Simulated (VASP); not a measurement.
# TePb: relaxation of cell and atoms with LDA

TePb:

```
Pb Te
1.0
     0.00000    3.27090    3.27090
     3.27090    0.00000    3.27090
     3.27090    3.27090    0.00000
Pb Te
1 1
Cartesian
  0.0000 0.0000 0.0000
  3.2709 3.2709 3.2709
```

The cell is a database's computed one.

```yaml
Program: VASP 6.6.1
Task: relaxation of cell and atoms
Functional: LDA
Potentials_or_basis: VASP PAW LDA potentials, release 64 (Pb_d, Te)
Cutoff: 300 eV
k_mesh: 5 × 5 × 5
Occupations: gaussian, width 0.02 eV
Spin: no spin polarisation
Further_INCAR_settings: ALGO = Fast; EDIFF = 1e-06; IBRION = 2; EDIFFG = -0.02; NSW = 60; ISIF = 3
```

| Property | Result |
| --- | --- |
| Relaxed volume | 32.28 Å³/atom |
| Relaxed cell | a = 4.503 Å, b = 4.503 Å, c = 4.503 Å, α = 60.00°, β = 60.00°, γ = 60.00° |
| Space group after relaxing (to 0.05 Å) | Fm-3m (No. 225) |
| Energy gained by relaxing | 30.3 meV/atom |
| Ionic steps | 3 |
| Pressure after relaxing | 0.0 GPa |

The path:
```csv
step,energy change (eV),largest force (eV/Å),pressure (GPa),volume (Å³)
1,0.0000,0.0000,-3.33,69.99
2,-0.0534,0.0000,1.39,62.88
3,-0.0607,0.0000,-0.01,64.56
```

Final structure:
```xyz
2
Lattice="0.0000 3.1841 3.1841 3.1841 0.0000 3.1841 3.1841 3.1841 0.0000" Properties=species:S:1:pos:R:3 pbc="T T T"
Pb    0.0000    0.0000    0.0000
Te    3.1841    3.1841    3.1841
```

Levels at points of the mesh, in eV from the Fermi level:
| k point | band 7 | band 8 | band 9 | band 10 | band 11 | band 12 | band 13 | band 14 |
| --- | --- | --- | --- | --- | --- | --- | --- | --- |
| (0.00, 0.00, 0.00) | -5.49 | -1.44 | -1.44 | -1.44 | 4.11 | 4.11 | 4.11 | 5.75 |

Wall time 9.3 s on 1 thread of Intel(R) Xeon(R) Platinum 8559C (Emerald Rapids), with other jobs on the host, peak memory 0.14 GiB.

Caveat: this odd mesh misses L, where the gap lies, so gap, dielectric constants and Born charges aren't listed. Spin-orbit coupling is left out, which matters for the levels of Pb, Te.
